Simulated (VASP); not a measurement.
A convergence study with VASP on PbO (litharge): one setting is varied, all else stays as given below, so the limit is that of these other settings.

```xyz
4
Lattice="3.9800 0.0000 0.0000 0.0000 3.9800 0.0000 0.0000 0.0000 5.0200" Properties=species:S:1:pos:R:3 pbc="T T T"
Pb     1.9900     0.0000     3.8403
Pb     0.0000     1.9900     1.1797
O      1.9900     1.9900     0.0000
O      0.0000     0.0000     0.0000
```

Method: PBE GGA, VASP's PBE PAW potentials (set 64) (plane waves; VASP). The tightest run used: 700 eV cut-off, 10×10×8 Monkhorst-Pack mesh, Gaussian smearing of 0.050 eV, potentials Pb_d O.

The reference is 10×10×8 mesh, which took about 2 core-minutes. Costs are core time on shared hosts, one run each; read them as rough ratios.

**Question.** Of the settings 1×1×1 mesh; 2×2×2 mesh; 3×3×2 mesh; 4×4×3 mesh; 5×5×4 mesh; 6×6×5 mesh; 7×7×6 mesh; 8×8×7 mesh; 9×9×8 mesh; 10×10×8 mesh, which is the lowest that keeps the difference from the reference in the stress, largest component (GPa) within 0.2 from there on, and what does it cost?

**Answer.** 3×3×2 mesh; its cost over the reference is about 1/6.
```
setting       difference in the stress, largest component (GPa)  cost over the reference
------------  -------------------------------------------------  -----------------------
1×1×1 mesh                                                20.80                about 1/9
2×2×2 mesh                                                 0.44                about 1/8
3×3×2 mesh                                                 0.13                about 1/6
4×4×3 mesh                                                 0.02                about 1/4
5×5×4 mesh                                                 0.00                about 1/3
6×6×5 mesh                                                 0.00     within a factor of 2
7×7×6 mesh                                                 0.00     within a factor of 2
8×8×7 mesh                                                 0.00     within a factor of 2
9×9×8 mesh                                                 0.00     within a factor of 2
10×10×8 mesh                                               0.00                reference
```

Left out are rungs that failed or repeat a setting and relaxations that didn't move; long series are thinned to 24 rows.

The compound is PbO in the litharge structure. The cell was not relaxed at this level, forces remain on its atoms.
